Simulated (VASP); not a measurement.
The cell holds one PbO (litharge) monolayer, with vacuum along c. Ionisation potential and electron affinity count from the cell's own band edges, surface states included.

Here is the system:

```
PbO
1.0
    4.02411     0.00000     0.00000
    0.00000     4.02411     0.00000
    0.00000     0.00000    18.45082
Pb O
2 2
Cartesian
  2.01206   0.00000   8.01943
  0.00000   2.01206  10.43139
  2.01206   2.01206   9.22541
  0.00000   0.00000   9.22541
```

Method: PBE GGA with D3 dispersion (Becke-Johnson damping), VASP's PBE PAW potentials (set 64) (plane waves; VASP). Settings: 500 eV cut-off, 12×12×1 Γ-centred mesh, Gaussian smearing of 0.050 eV, potentials Pb_d O.

Unless said otherwise, spin-orbit coupling is left out, though it shifts the bands of the heavy elements here.

- energy to cut it from the bulk, per area: 23.9 meV/Å²
- ionisation potential: 4.55 eV
- electron affinity: 1.99 eV
- band gap (on the k-mesh): 2.56 eV

The cell is a sheet with vacuum, built from PbO (litharge).
